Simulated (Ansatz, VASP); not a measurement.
# NiWO4 in two plane-wave programs

Wanted: the spread between two codes on one cell, functional and k mesh. Of the first pair: The two relaxations start from unlike cells of this crystal (the structure described is Ansatz's start), so only their ends are compared.

Method: plane waves, with VASP 6.6.1 beside it; relaxation of cell and atoms at PBEsol, in Ansatz 0.2.0.

**1. The structure**

The structure is monoclinic, space group P2/c (No. 13). The conventional cell has a = 4.599 Å, b = 5.661 Å, c = 4.907 Å, α = 90.00°, β = 90.03°, γ = 90.00°. Ni has 6 O at 1.99 to 2.07 Å nearest. Nearest to W lie 6 O at 1.80 to 2.11 Å. O has 2 W at 1.96 to 2.11 Å and 1 Ni at 1.99 Å nearest. Nearest to O lie 1 W at 1.80 Å and 2 Ni at 2.06 to 2.07 Å. Farther neighbours and most contacts between anions are not listed.

**2. Ansatz: relaxation of cell and atoms, PBEsol, pair 1**

Ansatz runs on its default PAW (the set named soft_2) files.

The relaxed volume is the usual yardstick between codes: in a stiff, nearly cubic crystal its relative difference is about their pressure difference at one cell divided by the bulk modulus.

Input file input.yaml:

```yaml
crystal:
  lattice:
    - [4.5992, 0.0, 0.0]
    - [0.0, 5.6606, 0.0]
    - [-0.0025691944, 0.0, 4.9067993274]
  atoms:
    - { symbol: Ni, position: [0.5, 0.6616, 0.25], spin: 1.61 }
    - { symbol: Ni, position: [0.5, 0.3384, 0.75], spin: -1.61 }
    - { symbol: W, position: [0.0, 0.1786, 0.25] }
    - { symbol: W, position: [0.0, 0.8214, 0.75] }
    - { symbol: O, position: [0.2241, 0.1105, 0.9204] }
    - { symbol: O, position: [0.7759, 0.1105, 0.5796] }
    - { symbol: O, position: [0.7759, 0.8895, 0.0796] }
    - { symbol: O, position: [0.2241, 0.8895, 0.4204] }
    - { symbol: O, position: [0.2644, 0.3772, 0.3953] }
    - { symbol: O, position: [0.7356, 0.3772, 0.1047] }
    - { symbol: O, position: [0.7356, 0.6228, 0.6047] }
    - { symbol: O, position: [0.2644, 0.6228, 0.8953] }
kpoints:
  mp_grid: { grid: [4, 4, 4] }
hamiltonian:
  xc: pbesol
scf:
  occupations: { method: gaussian, width: 0.1 }
output:
  forces: true
  stress: true
  eigenvalues: true
  populations: true
magnetization:
  spin_polarized: true
relax:
  adjacent_minimum: "off"
  f_tol: 0.05
  max_steps: 80
  cell: { stress_tol: 0.5 }
```

Run with:

```
ansatz run input.yaml --threads 16 --pin off --max-ram 61440MiB --backend cuda --events-out ev --progress --plain --runs-dir out --max-vram 78GiB
```

Log:

```text
The last accepted step is kept in <dir> (removed where the run ends without a failure and the disk answers)
Engine: ansatz 0.2.0, aarch64-unknown-linux-gnu
Pseudopotentials: kind: paw
Pseudopotential: Ni, paw, valence charge 18, recommended cutoff 420 eV (normal), Ni.paw.azcp
Pseudopotential: W, paw, valence charge 14, recommended cutoff 420 eV (normal), W.paw.azcp
Pseudopotential: O, paw, valence charge 6, recommended cutoff 420 eV (normal), O.paw.azcp
Functional definition: PBEsol
  exchange = pbesol_x
  correlation = pbesol_c
device memory: the entry about to start is reckoned to put 6.1 GiB on a device that reports 171.9 GiB free (of which the cap on the GPU budget leaves the run 78.0 GiB)
GPU FFT provider: cuFFT
GPU libraries: cuBLAS 13.8.1, cuFFT 12.4.0, cuSOLVER 12.3.2
[...]
Basis set: ecut = 420 eV, 2499 PW (Γ), exchange–correlation on 64×80×72 points (8 copies of the dense FFT grid, shifted against one another)
[...]
k-points: 30 of 64 (time reversal used)
[...]
6      O      6.6907     0.0452
     7      O      6.6907     0.0452
     8      O      6.6506    -0.0094
     9      O      6.6506    -0.0094
    10      O      6.6506     0.0094
    11      O      6.6506     0.0094
  spilling = 0.004580 (of n_electrons = 112.000000)
```

**3. VASP: relaxation of cell and atoms, PBEsol, pair 1**

Its own start cell and the same functional, mesh and smearing now go to VASP, with its own data sets.

Lines of VASP's logs that name or quote its potential files are left out, and so is its time.

Input file INCAR:

```
SYSTEM = NiWO4
PREC = Accurate
ENCUT = 600
EDIFF = 1E-07
NELM = 200
ISMEAR = 0
SIGMA = 0.1
LREAL = .FALSE.
ALGO = Normal
GGA = PS
NBANDS = 58
ISPIN = 2
MAGMOM = 1.45 -1.45 -0 0 -0.03 -0.03 0.03 0.03 -0 -0 0 0
LASPH = .TRUE.
LMAXMIX = 4
LORBIT = 11
LWAVE = .FALSE.
LCHARG = .FALSE.
ISIF = 3
IBRION = 2
NSW = 80
EDIFFG = -0.005
GGA_COMPAT = .FALSE.
NELMIN = 4
KPAR = 2
```

Input file POSCAR:

```
NiWO4
1.0
    4.5274411128      0.0000000000      0.0060541574
    0.0000000000      5.6120313015      0.0000000000
    0.0037210473      0.0000000000      4.8991132621
Ni W O
2 2 8
Direct
    0.5000000000      0.6522396013      0.2500000000
    0.5000000000      0.3477603987      0.7500000000
    0.0000000000      0.1766635514      0.2500000000
    0.0000000000      0.8233364486      0.7500000000
    0.2246584142      0.1108082092      0.9257235343
    0.7753415858      0.1108082092      0.5742764657
    0.7753415858      0.8891917908      0.0742764657
    0.2246584142      0.8891917908      0.4257235343
    0.2627982571      0.3799514463      0.4081572841
    0.7372017429      0.3799514463      0.0918427159
    0.7372017429      0.6200485537      0.5918427159
    0.2627982571      0.6200485537      0.9081572841
```

Input file KPOINTS:

```
Automatic mesh
0
Gamma
4 4 4
0 0 0
```

Potentials, in the order of the species: Ni, W and O (PBE family, release 64).

Run with:

```
mpirun -np 2 vasp_std
```

Log:

```text
[banner, memory and clock lines left out]
running    2 mpi-ranks, on    1 nodes
 distrk:  each k-point on    1 cores,    2 groups
 distr:  one band on    1 cores,    1 groups

 POSCAR found type information on POSCAR NiW O
 POSCAR found :  3 types and      12 ions
|                                                                             |
|               ----> ADVICE to this user running VASP <----                  |
|                                                                             |
|     You enforced a specific xc type in the INCAR file but a different       |
|     [... a line on the potential file left out ...]
|     I HOPE YOU KNOW WHAT YOU ARE DOING!                                     |
|                                                                             |

 LDA part: xc-table for (Slater+PW92), standard interpolation
 POSCAR, INCAR and KPOINTS ok, starting setup
 FFT: planning ... GRIDC
 FFT: planning ... GRID_SOFT
 FFT: planning ... GRID
 WAVECAR not read
 entering main loop
       N       E                     dE             d eps       ncg     rms          rms(c)
DAV:   1     0.918405648387E+03    0.91841E+03   -0.40457E+04  6960   0.169E+03
DAV:   2     0.176572470228E+02   -0.90075E+03   -0.81705E+03  7252   0.460E+02
DAV:   3    -0.116730095715E+03   -0.13439E+03   -0.12658E+03  8106   0.182E+02
DAV:   4    -0.122623753151E+03   -0.58937E+01   -0.58068E+01  8272   0.405E+01
DAV:   5    -0.122759818177E+03   -0.13607E+00   -0.13565E+00  8664   0.640E+00    0.789E+01
DAV:   6    -0.105114584741E+03    0.17645E+02   -0.92812E+01 10134   0.806E+01    0.367E+01
DAV:   7    -0.104287088221E+03    0.82750E+00   -0.28294E+01  8528   0.144E+02    0.342E+01
DAV:   8    -0.103096949795E+03    0.11901E+01   -0.19655E+01  9886   0.547E+01    0.256E+01
DAV:   9    -0.101729401853E+03    0.13675E+01   -0.26912E+00  9888   0.253E+01    0.636E+00
DAV:  10    -0.101666855756E+03    0.62546E-01   -0.40994E-01 10384   0.527E+00    0.230E+00
DAV:  11    -0.101631891472E+03    0.34964E-01   -0.80709E-02 10328   0.363E+00    0.142E+00
DAV:  12    -0.101627561752E+03    0.43297E-02   -0.21861E-02 10568   0.177E+00    0.568E-01
DAV:  13    -0.101627670203E+03   -0.10845E-03   -0.59609E-03  8568   0.523E-01    0.292E-01
DAV:  14    -0.101627609099E+03    0.61104E-04   -0.79238E-04  9392   0.166E-01    0.219E-01
DAV:  15    -0.101627531669E+03    0.77430E-04   -0.11687E-04 10384   0.158E-01    0.976E-02
DAV:  16    -0.101627541201E+03   -0.95321E-05   -0.97203E-05 10320   0.630E-02    0.316E-02
DAV:  17    -0.101627539381E+03    0.18194E-05   -0.10678E-05  8138   0.230E-02    0.174E-02
DAV:  18    -0.101627538907E+03    0.47458E-06   -0.45513E-06  9632   0.339E-02    0.305E-03
DAV:  19    -0.101627538908E+03   -0.16362E-08   -0.87149E-07  8080   0.530E-03
   1 F= -.10162754E+03 E0= -.10162754E+03  d E =-.101628E+03  mag=     0.0000
 curvature:   0.00 expect dE= 0.000E+00 dE for cont linesearch  0.000E+00
 trial: gam= 0.00000 g(F)=  0.972E-05 g(S)=  0.412E-04 ort = 0.000E+00 (trialstep = 0.100E+01)
 search vector abs. value=  0.509E-04
 bond charge predicted
       N       E                     dE             d eps       ncg     rms          rms(c)
DAV:   1    -0.101627734237E+03   -0.19533E-03   -0.73463E-03  7980   0.562E-01    0.141E-01
DAV:   2    -0.101627637296E+03    0.96941E-04   -0.11277E-03  9722   0.505E-01    0.194E-01
DAV:   3    -0.101627512519E+03    0.12478E-03   -0.16420E-04  9660   0.275E-01    0.809E-02
DAV:   4    -0.101627498816E+03    0.13704E-04   -0.45775E-05  9254   0.437E-02    0.334E-02
DAV:   5    -0.101627497284E+03    0.15315E-05   -0.48882E-06  8390   0.150E-02    0.151E-02
DAV:   6    -0.101627496587E+03    0.69725E-06   -0.17362E-06  9016   0.159E-02    0.669E-03
DAV:   7    -0.101627496415E+03    0.17243E-06   -0.11297E-07  4896   0.632E-03    0.204E-03
DAV:   8    -0.101627496402E+03    0.12671E-07   -0.29407E-07  4838   0.619E-03
   2 F= -.10162750E+03 E0= -.10162750E+03  d E =0.425065E-04  mag=     0.0000
 trial-energy change:    0.000043  1 .order    0.000032   -0.000051    0.000115
 step:   0.2376(harm=  0.3074)  dis= 0.00005  next Energy=  -101.627545 (dE=-0.590E-05)
 bond charge predicted
       N       E                     dE             d eps       ncg     rms          rms(c)
DAV:   1    -0.101627676891E+03   -0.18048E-03   -0.42884E-03  8158   0.433E-01    0.108E-01
DAV:   2    -0.101627623569E+03    0.53322E-04   -0.67092E-04  9720   0.389E-01    0.149E-01
DAV:   3    -0.101627549805E+03    0.73763E-04   -0.97117E-05  9654   0.213E-01    0.616E-02
DAV:   4    -0.101627542832E+03    0.69737E-05   -0.26012E-05  9150   0.322E-02    0.255E-02
DAV:   5    -0.101627542666E+03    0.16598E-06   -0.28913E-06  8400   0.114E-02    0.116E-02
DAV:   6    -0.101627542636E+03    0.29747E-07   -0.10413E-06  8112   0.123E-02    0.525E-03
DAV:   7    -0.101627542683E+03   -0.46898E-07   -0.62639E-08  4304   0.481E-03
   3 F= -.10162754E+03 E0= -.10162754E+03  d E =-.377447E-05  mag=     0.0000
 curvature:  -0.15 expect dE=-0.109E-05 dE for cont linesearch -0.231E-06
 trial: gam=-0.03206 g(F)=  0.427E-05 g(S)=  0.288E-05 ort = 0.878E-05 (trialstep = 0.848E+00)
 search vector abs. value=  0.664E-05
 reached required accuracy - stopping structural energy minimisation
```

Parts of OUTCAR (step 3):

```text
ion  position               nearest neighbor table
   1  0.500  0.652  0.250-  11 2.00  12 2.00   7 2.01   8 2.01   9 2.02  10 2.02   2 2.99   2 2.99

  LATTYP: Found a simple monoclinic cell.
 ALAT       =     4.5274451607
 B/A-ratio  =     1.2395580957
 C/A-ratio  =     1.0820925492
 COS(beta)  =    -0.0020967463

 Subroutine GETGRP returns: Found  4 space group operations
 (whereof  2 operations were pure point group operations)

The static configuration has the point symmetry S_2 .
 The point group associated with its full space group is C_2h.

 Found     30 irreducible k-points:

   k-points           NKPTS =     30   k-points in BZ     NKDIM =     30   number of bands    NBANDS=     58

   dimension x,y,z NGX =    36 NGY =   48 NGZ =   40
   dimension x,y,z NGXF=    72 NGYF=   96 NGZF=   80

   ENCUT  =  600.0 eV  44.10 Ry    6.64 a.u.   9.04 11.21  9.78*2*pi/ulx,y,z

   NELECT =      80.0000    total number of electrons

 k-points in reciprocal lattice and weights: Automatic mesh
   0.00000000  0.00000000  0.00000000       0.016
   0.25000000  0.00000000  0.00000000       0.031
   0.50000000  0.00000000  0.00000000       0.016
   0.00000000  0.25000000  0.00000000       0.031
   0.25000000  0.25000000  0.00000000       0.062
   0.50000000  0.25000000  0.00000000       0.031
   0.00000000  0.50000000  0.00000000       0.016
   0.25000000  0.50000000  0.00000000       0.031
   0.50000000  0.50000000  0.00000000       0.016
[...]
0.25000000  0.50000000  0.50000000       0.031
   0.50000000  0.50000000  0.50000000       0.016

 average (electrostatic) potential at core
       1 -86.5868       2 -86.5868       3 -42.3719       4 -42.3719       5 -70.5748
       6 -70.5748       7 -70.5748       8 -70.5748       9 -70.9134      10 -70.9134
      11 -70.9134      12 -70.9134

 E-fermi :   4.8625

 spin component 1
 k-point     1 :       0.0000    0.0000    0.0000
  band No.  band energies     occupation
    ...
     36       3.4900      1.00000
     37       3.7395      1.00000
     38       3.8891      1.00000
     39       3.9725      1.00000
     40       4.2361      1.00000
     41       5.3351      0.00000
     42       5.8308      0.00000
     43       6.6207      0.00000
     44       6.8704      0.00000
     45       7.2440      0.00000
    ...

 k-point     2 :       0.2500    0.0000    0.0000
  band No.  band energies     occupation
    ...
     36       3.7640      1.00000
     37       3.8337      1.00000
     38       4.0009      1.00000
     39       4.1177      1.00000
     40       4.3511      1.00000
     41       5.3856      0.00000
     42       5.8739      0.00000
     43       6.6821      0.00000
     44       6.7803      0.00000
     45       7.2022      0.00000
    ...

 k-point     3 :       0.5000    0.0000    0.0000
  band No.  band energies     occupation
    ...
     36       3.9377      1.00000
     37       4.0265      1.00000
     38       4.1206      1.00000
     39       4.2278      1.00000
     40       4.2530      1.00000
     41       5.6411      0.00000
     42       5.8196      0.00000
     43       6.7124      0.00000
     44       6.7840      0.00000
     45       7.0082      0.00000
    ...

 k-point     4 :       0.0000    0.2500    0.0000
  band No.  band energies     occupation
    ...
     36       3.7015      1.00000
     37       3.7644      1.00000
     38       3.9450      1.00000
     39       4.0593      1.00000
     40       4.3944      1.00000
     41       5.4821      0.00000
     42       5.8518      0.00000
     43       6.7056      0.00000
     44       6.8425      0.00000
     45       7.0228      0.00000
    ...

 k-point     5 :       0.2500    0.2500    0.0000
  band No.  band energies     occupation
    ...
     36       3.6330      1.00000
     37       3.9212      1.00000
     38       4.0621      1.00000
     39       4.2043      1.00000
     40       4.3134      1.00000
     41       5.4567      0.00000
     42       5.8490      0.00000
     43       6.7587      0.00000
     44       6.7900      0.00000
     45       6.9986      0.00000
    ...

 k-point     6 :       0.5000    0.2500    0.0000
  band No.  band energies     occupation
    ...
     36       3.8295      1.00000
     37       3.8581      1.00000
     38       4.0982      1.00000
     39       4.1295      1.00000
     40       4.3755      1.00000
     41       5.5478      0.00000
     42       5.6150      0.00000
     43       6.7665      0.00000
     44       6.9363      0.00000
     45       6.9869      0.00000
    ...

  Total        0.0022652      0.0231433     -0.0010297      0.0000000      0.0000000      0.0090913
  in kB        0.0291517      0.2978391     -0.0132515      0.0000000      0.0000000      0.1169985
  external PRESSURE =       0.1045798 kB  Pullay stress =       0.0000000 kB

  energy-cutoff  :      600.00
  volume of cell :      124.50
      direct lattice vectors                 reciprocal lattice vectors
     4.527651451  0.000000000  0.006170187     0.220865294  0.000000000 -0.000173513
     0.000000000  5.612420340  0.000000000     0.000000000  0.178176248  0.000000000
     0.003848897  0.000000000  4.899272392    -0.000278160  0.000000000  0.204112160

 POSITION                                       TOTAL-FORCE (eV/Angst)
 -----------------------------------------------------------------------------------
      2.26479      3.66062      1.22790        -0.000000     -0.002818     -0.000000
      2.26671      1.95180      3.67754        -0.000000      0.002818     -0.000000
      0.00096      0.99146      1.22482        -0.000000      0.002362     -0.000000
      0.00289      4.62096      3.67445        -0.000000     -0.002362     -0.000000
      1.02076      0.62193      4.53679         0.000036      0.000671      0.002365
      3.51266      0.62193      2.81829        -0.000036      0.000671     -0.002365
      3.51074      4.99049      0.36866        -0.000036     -0.000671     -0.002365
      1.01884      4.99049      2.08715         0.000036     -0.000671      0.002365
      1.19148      2.13247      2.00130        -0.000146     -0.002477     -0.001784
      3.33810      2.13247      0.45450         0.000146     -0.002477      0.001784
      3.34002      3.47995      2.90414         0.000146      0.002477      0.001784
      1.19341      3.47995      4.45094        -0.000146      0.002477     -0.001784
 -----------------------------------------------------------------------------------
    total drift:                                0.000000      0.000000     -0.000000

  FREE ENERGIE OF THE ION-ELECTRON SYSTEM (eV)
  ---------------------------------------------------
  free  energy   TOTEN  =      -101.6275426829 eV

  energy  without entropy=     -101.6275426739  energy(sigma->0) =     -101.62754268

 reached required accuracy - stopping structural energy minimisation

 total charge
# of ion       s       p       d       tot
------------------------------------------
    1        0.351   0.472   8.199   9.021
    2        0.351   0.472   8.199   9.021
    3        0.714   1.058   4.210   5.982
    4        0.714   1.058   4.210   5.982
    5        1.559   3.471   0.000   5.029
    6        1.559   3.471   0.000   5.029
    7        1.559   3.471   0.000   5.029
    8        1.559   3.471   0.000   5.029
    9        1.563   3.454   0.000   5.017
   10        1.563   3.454   0.000   5.017
   11        1.563   3.454   0.000   5.017
   12        1.563   3.454   0.000   5.017
--------------------------------------------------
tot         14.617  30.758  24.816  70.192

 magnetization (x)
# of ion       s       p       d       tot
------------------------------------------
    1        0.002   0.001   1.441   1.443
    2       -0.002  -0.001  -1.441  -1.443
    3       -0.002  -0.001  -0.006  -0.008
    4        0.002   0.001   0.006   0.008
    5       -0.005  -0.024   0.000  -0.030
    6       -0.005  -0.024   0.000  -0.030
    7        0.005   0.024   0.000   0.030
    8        0.005   0.024   0.000   0.030
    9        0.001  -0.007   0.000  -0.006
   10        0.001  -0.007   0.000  -0.006
   11       -0.001   0.007   0.000   0.006
   12       -0.001   0.007   0.000   0.006
--------------------------------------------------
tot          0.000   0.000   0.000   0.000

[... 1 further part left out ...]
```

CONTCAR:

```
NiWO4
   1.00000000000000
     4.5276514507334964    0.0000000000000000    0.0061701868450746
     0.0000000000000000    5.6124203395041210    0.0000000000000000
     0.0038488967190961    0.0000000000000000    4.8992723921891015
  Ni              W               O
     2     2     8
Direct
     0.5000000000000000    0.6522351119997152    0.2500000000000000
     0.5000000000000000    0.3477648880002848    0.7500000000000000
     0.0000000000000000    0.1766544998706169    0.2500000000000000
     0.0000000000000000    0.8233455001293831    0.7500000000000000
     0.2246634244590627    0.1108124945466471    0.9257292856346359
     0.7753365755409373    0.1108124945466471    0.5742707143653641
     0.7753365755409373    0.8891875054533530    0.0742707143653642
     0.2246634244590627    0.8891875054533530    0.4257292856346358
     0.2628094830272102    0.3799552996823631    0.4081590985786965
     0.7371905169727898    0.3799552996823631    0.0918409014213035
     0.7371905169727898    0.6200447003176370    0.5918409014213035
     0.2628094830272102    0.6200447003176370    0.9081590985786965
```

The magnetic state follows from one typed start and may not be the lowest. The gap is read on the k-mesh alone, so it is an upper bound where the band edges lie off the mesh. The data set W keeps the semicore shell frozen, which is cheaper and a little less accurate. The run keeps the 4 symmetry operations of its start, so it cannot find a distortion of lower symmetry.

**4. Differences**

Known differences besides the potentials themselves: VASP starts from the moments at which Ansatz ended; the data sets hold 112 valence electrons in Ansatz (on its default PAW (the set named soft_2) files) and 80 in VASP; the cutoff is 420 eV in Ansatz and 600 eV in VASP; Ansatz makes its cores anew for this functional, VASP keeps those of its PBE data sets; site moments are counted in spheres of each program's own size. Total energies have different zeros and are not compared.

The two programs side by side:

| quantity | Ansatz | VASP | difference |
| --- | --- | --- | --- |
| volume (Å³) | 124.70 | 124.50 | +0.16 % |
| edge a after relaxation, in the typed setting (Å) | 4.533 | 4.528 | +0.12 % |
| edge b after relaxation, in the typed setting (Å) | 5.624 | 5.612 | +0.21 % |
| edge c after relaxation, in the typed setting (Å) | 4.891 | 4.899 | -0.17 % |
| moment on Ni1 (μB) | 1.45 | 1.44 | +0.01 |
| moment on Ni2 (μB) | -1.45 | -1.44 | -0.01 |

[end of part 1 of 2]

[Lines on the potential files, build, host, timing and source positions are cut from VASP's logs without a mark.]

[Logs are printed without paths, hosts, clocks, repeated set-up lines and the standing remarks that a program may print on its own settings, such as how far it seeks lower states.]

[Hosts, paths, dates, database ids (printed as entryN), source tags and the programs' standing remarks are cut or masked in the printed files.]
